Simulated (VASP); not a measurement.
```xyz
4
Lattice="2.1523 -3.7279 0.0000 2.1523 3.7279 0.0000 0.0000 0.0000 7.0205" Properties=species:S:1:pos:R:3 pbc="T T T"
Cd     2.1523    -1.2426     3.5103
Cd     2.1523     1.2426     0.0001
Se     2.1523    -1.2426     6.1498
Se     2.1523     1.2426     2.6396
```

Calculation: LDA (Ceperley-Alder, Perdew-Zunger), VASP's LDA PAW potentials (set 64) (plane waves; VASP 6.6.1). Numerical set-up: 520 eV cut-off, 7×7×4 Γ-centred mesh, Gaussian smearing of 0.050 eV, potentials Cd Se.

**Question.** Predict the energy per atom (σ→0), pressure.

**Answer.** 
| Item | Value |
|---|---|
| energy per atom (σ→0) | -3.375 eV/atom |
| pressure | -1.59 GPa |

Total energies compare only between runs with the same potentials, cut-off and functional.

The compound is CdSe in the wurtzite structure. This cell is one point of a volume scan, at 1.03 of the reference volume.
